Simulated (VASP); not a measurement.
The input files of a VASP run:

KPOINTS:
```
K-points
0
gamma
 17 17 17
```

File POSCAR:
```
Cu
1.0
  0.0000000000   1.8206558473   1.8206558473
  1.8206558473   0.0000000000   1.8206558473
  1.8206558473   1.8206558473   0.0000000000
Cu
1
Direct
  0.0000000000   1.0000000000   0.0000000000
```

### INCAR
```
SYSTEM = Cu
PREC = Accurate
ENCUT = 520
EDIFF = 1E-7
NELM = 100
ALGO = Normal
LREAL = .FALSE.
LASPH = .TRUE.
ISMEAR = 1
SIGMA = 0.1
GGA = MK
PARAM1 = 0.1234568
PARAM2 = 0.7114
ZAB_VDW = -1.8867
LUSE_VDW = .TRUE.
AGGAC = 0.0
LMAXMIX = 4
LWAVE = .FALSE.
LCHARG = .FALSE.
ISIF = 2
```

POTCAR, in this order: Cu (PBE.64 set). Program: vasp_std.

Problem. Translate this rev-vdW-DF2 calculation to Quantum ESPRESSO's pw.x.

Solution. One equivalent input (not run):
```
&CONTROL
  calculation = 'scf'
  pseudo_dir = './pseudo'
  outdir = './out'
  tprnfor = .true.
  tstress = .true.
/
&SYSTEM
  ibrav = 0
  nat = 1
  ntyp = 1
  ecutwfc = 92
  occupations = 'smearing'
  smearing = 'methfessel-paxton'
  degauss = 0.00735
  input_dft = 'vdw-df2-b86r'
/
&ELECTRONS
  conv_thr = 7.3e-09
  electron_maxstep = 100
/
ATOMIC_SPECIES
  Cu 63.546 Cu.upf
CELL_PARAMETERS angstrom
     0.0000000    1.8206558    1.8206558
     1.8206558    0.0000000    1.8206558
     1.8206558    1.8206558    0.0000000
ATOMIC_POSITIONS crystal
  Cu   0.0000000  1.0000000  0.0000000
K_POINTS automatic
  17 17 17 0 0 0
```
Limits of the translation: the potentials are each code's own (VASP's PAW set, PseudoDojo norm-conserving files in pw.x), so ENCUT and ecutwfc are chosen apart and not converted; conv_thr bounds pw.x's estimated SCF error, while EDIFF bounds the energy change between steps.

The compound is Cu in the fcc structure. This cell is one point of a volume scan, at 1.03 of the reference volume.
